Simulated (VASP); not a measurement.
Crystal: Si.

```
Si
1.0
     0.00000    2.71356    2.71356
     2.71356    0.00000    2.71356
     2.71356    2.71356    0.00000
Si
2
Direct
  0.75000 0.75000 0.75000
  0.50000 0.50000 0.50000
```

```yaml
Program: VASP 6.6.1
Task: relaxation of cell and atoms
Functional: PBE
Potentials_or_basis: VASP PAW PBE potentials, release 64 (Si)
Cutoff: 520 eV
k_mesh: 10 × 10 × 10
Occupations: gaussian, width 0.02 eV
Spin: no spin polarisation
```

At the start: pressure 2.1 GPa; volume 19.98 Å³/atom.

Task: How do energy, volume and symmetry change on relaxing?

Result: Over 18 steps the energy falls by 3.1 meV/atom and the volume is 20.44 Å³/atom (+2.3 %); space group Fd-3m (No. 227, to 0.05 Å).

The path:
| step | energy change (eV) | largest force (eV/Å) | pressure (GPa) | volume (Å³) |
| --- | --- | --- | --- | --- |
| 1 | 0.0000 | 0.0000 | 2.14 | 39.96 |
| 2 | -0.0063 | 0.0000 | -0.05 | 41.53 |
| 3 | -0.0038 | 0.0000 | -1.30 | 41.49 |
| 4 | -0.0066 | 0.0000 | -0.50 | 40.89 |
| 5 | -0.0058 | 0.0000 | 0.39 | 40.60 |
| 6 | -0.0061 | 0.0000 | 0.45 | 40.73 |
| 7 | -0.0062 | 0.0000 | 0.23 | 40.81 |
| 8 | -0.0062 | 0.0000 | 0.10 | 40.85 |
| 9 | -0.0062 | 0.0000 | 0.04 | 40.87 |
| 10 | -0.0062 | 0.0000 | 0.03 | 40.87 |
| 11 | -0.0062 | 0.0000 | 0.02 | 40.88 |
| 12 | -0.0062 | 0.0000 | 0.02 | 40.88 |
| 13 | -0.0062 | 0.0000 | 0.02 | 40.88 |
| 14 | -0.0062 | 0.0000 | 0.02 | 40.88 |
| 15 | -0.0062 | 0.0000 | 0.02 | 40.88 |
| 16 | -0.0062 | 0.0000 | 0.02 | 40.88 |
| 17 | -0.0062 | 0.0000 | 0.02 | 40.88 |
| 18 | -0.0062 | 0.0000 | 0.01 | 40.88 |

Final structure:
```yaml
crystal:
  lattice:
    - [0.00000, 2.73419, 2.73419]
    - [2.73419, 0.00000, 2.73419]
    - [2.73419, 2.73419, 0.00000]
  atoms:
    - { symbol: Si, position: [0.75000, 0.75000, 0.75000] }
    - { symbol: Si, position: [0.50000, 0.50000, 0.50000] }
```
